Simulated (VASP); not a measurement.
Input:

```yaml
crystal:
  lattice:
    - [0.00000, 2.67467, 2.67467]
    - [2.67467, 0.00000, 2.67467]
    - [2.67467, 2.67467, 0.00000]
  atoms:
    - { symbol: Ag, position: [0.00000, 0.00000, 0.00000] }
    - { symbol: Cl, position: [0.50000, 0.50000, 0.50000] }
```

Level of theory: LDA (Ceperley-Alder, Perdew-Zunger), VASP's LDA PAW potentials (set 64) (plane waves; VASP). Numerical set-up: 400 eV cut-off, 10×10×10 Γ-centred mesh, tetrahedra with Blöchl corrections, potentials Ag Cl.

Problem. The job: AgCl (space group Fm-3m), 2 atoms, LDA, static run, 400 eV, 10×10×10 Γ-centred mesh. Roughly how much core time does it take on a busy server core?

Solution. About 20 core-seconds (one run on a shared machine, a rough figure). It had 47 irreducible k-points, 13 bands, up to 725 plane waves and 12 electronic steps.

The structure comes from a computed database's AgCl entry (Fm-3m); how it stands against other phases isn't given here. It was relaxed first, which changed the volume by -10 %.
